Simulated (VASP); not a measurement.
Computed with PBE GGA, VASP's PBE PAW potentials (set 64) (plane waves; VASP).

Input for VASP

### KPOINTS
```
Automatic mesh
0
Gamma
4 4 4
0 0 0
```

POSCAR:
```
Y3As
1.0
  0.0000000000   4.1296780000   4.1296780000
  4.1296780000   0.0000000000   4.1296780000
  4.1296780000   4.1296780000   0.0000000000
As Y
1 3
direct
  0.0000000000   0.0000000000   0.0000000000
  0.5000000000   0.5000000000   0.5000000000
  0.2500000000   0.2500000000   0.2500000000
  0.7500000000   0.7500000000   0.7500000000
```

### INCAR
```
SYSTEM  =  Y3As
PREC  =  Accurate; ENCUT  =  400; LREAL  =  .FALSE.
LASPH  =  .TRUE.; NELECT  =  37.5
EDIFF  =  1E-6; NELM  =  100; ALGO  =  Normal
LMAXMIX  =  4
ISMEAR  =  0; SIGMA  =  0.05
GGA  =  PE
ISIF  =  2
LWAVE  =  .FALSE.; LCHARG  =  .FALSE.
```

POTCAR, in this order: As Y_sv (PBE.64 set). Program: vasp_std.

Output of the run:

**OUTCAR**
```
 ion  position               nearest neighbor table
   1  0.000  0.000  0.000-   4 3.58   4 3.58   4 3.58   3 3.58   4 3.58   3 3.58   3 3.58   3 3.58
  LATTYP: Found a face centered cubic cell.
 ALAT       =     8.2593560000
 Subroutine PRICEL returns:
 Original cell was already a primitive cell.
 Subroutine GETGRP returns: Found 48 space group operations
The static configuration has the point symmetry O_h .
The dynamic configuration has the point symmetry O_h .
 Subroutine INISYM returns: Found 48 space group operations
 Subroutine IBZKPT returns following result:
 Found      8 irreducible k-points:

 Following reciprocal coordinates:
            Coordinates               Weight
  0.000000  0.000000  0.000000      1.000000
  0.250000  0.000000  0.000000      8.000000
  0.500000  0.000000  0.000000      4.000000
  0.250000  0.250000  0.000000      6.000000
  0.500000  0.250000  0.000000     24.000000
 -0.250000  0.250000  0.000000     12.000000
  0.500000  0.500000  0.000000      3.000000
 -0.250000  0.500000  0.250000      6.000000
   k-points           NKPTS =      8   k-points in BZ     NKDIM =      8   number of bands    NBANDS=     23
   number of dos      NEDOS =    301   number of ions     NIONS =      4
...
```

OSZICAR:
```
       N       E                     dE             d eps       ncg     rms          rms(c)
DAV:   1     0.154104966641E+03    0.15410E+03   -0.15764E+04   376   0.121E+03
DAV:   2    -0.569756587245E+01   -0.15980E+03   -0.15725E+03   403   0.297E+02
DAV:   3    -0.248843222867E+02   -0.19187E+02   -0.19077E+02   656   0.544E+01
DAV:   4    -0.263666713135E+02   -0.14823E+01   -0.14792E+01   498   0.158E+01
DAV:   5    -0.264276033538E+02   -0.60932E-01   -0.60911E-01   576   0.306E+00    0.226E+01
DAV:   6    -0.248300426047E+02    0.15976E+01   -0.59525E+00   451   0.789E+00    0.177E+01
DAV:   7    -0.247419789134E+02    0.88064E-01   -0.10689E+00   565   0.456E+00    0.806E+00
DAV:   8    -0.247517970822E+02   -0.98182E-02   -0.23238E-01   509   0.184E+00    0.818E-01
DAV:   9    -0.247482717129E+02    0.35254E-02   -0.12781E-01   501   0.911E-01    0.579E-01
DAV:  10    -0.247442598234E+02    0.40119E-02   -0.24975E-02   477   0.581E-01    0.200E-01
DAV:  11    -0.247444621806E+02   -0.20236E-03   -0.22490E-03   572   0.226E-01    0.133E-01
DAV:  12    -0.247443448270E+02    0.11735E-03   -0.11463E-03   500   0.113E-01    0.560E-02
DAV:  13    -0.247443421083E+02    0.27187E-05   -0.22539E-04   506   0.473E-02    0.178E-02
DAV:  14    -0.247443368946E+02    0.52137E-05   -0.18840E-05   442   0.144E-02    0.893E-03
DAV:  15    -0.247443362784E+02    0.61623E-06   -0.22976E-06   395   0.526E-03
   1 F= -.24744336E+02 E0= -.24736265E+02  d E =-.161424E-01
```

File OUTCAR:
```
------------------------ aborting loop because EDIFF is reached ----------------------------------------
  FORCE on cell =-STRESS in cart. coord.  units (eV):
  Direction    XX          YY          ZZ          XY          YZ          ZX
  --------------------------------------------------------------------------------------
  Total       -9.3939193     -9.3939193     -9.3939193     -0.0000000     -0.0000000     -0.0000000
  in kB     -106.8510618   -106.8510618   -106.8510618     -0.0000000     -0.0000000     -0.0000000
  external PRESSURE =    -106.8510618 kB  Pullay stress =       0.0000000 kB
  volume of cell :      140.86
      direct lattice vectors                 reciprocal lattice vectors
     0.000000000  4.129678000  4.129678000    -0.121074815  0.121074815  0.121074815
     4.129678000  0.000000000  4.129678000     0.121074815 -0.121074815  0.121074815
     4.129678000  4.129678000  0.000000000     0.121074815  0.121074815 -0.121074815
 POSITION                                       TOTAL-FORCE (eV/Angst)
 -----------------------------------------------------------------------------------
      0.00000      0.00000      0.00000         0.000000      0.000000     -0.000000
      4.12968      4.12968      4.12968         0.000000      0.000000     -0.000000
      2.06484      2.06484      2.06484        -0.000000     -0.000000     -0.000000
      6.19452      6.19452      6.19452         0.000000      0.000000      0.000000
 -----------------------------------------------------------------------------------
    total drift:                               -0.000000      0.000000      0.000000
  FREE ENERGIE OF THE ION-ELECTRON SYSTEM (eV)
  ---------------------------------------------------
  free  energy   TOTEN  =       -24.7443362784 eV

  energy  without entropy=      -24.7281938994  energy(sigma->0) =      -24.73626509
```
(Selected blocks of OUTCAR.)

The cell is charged, with a uniform compensating background.

The structure was generated: Y3As was put into the D03 type (Fm-3m), which need not be its known phase. The cell was not relaxed at this level. The k-mesh is coarse (spacing up to 0.33 per Å, 2π included), so the numbers may not be converged in it. The run is one of a series of settings (NELECT = 37.5 against the base run), some of them coarse on purpose.
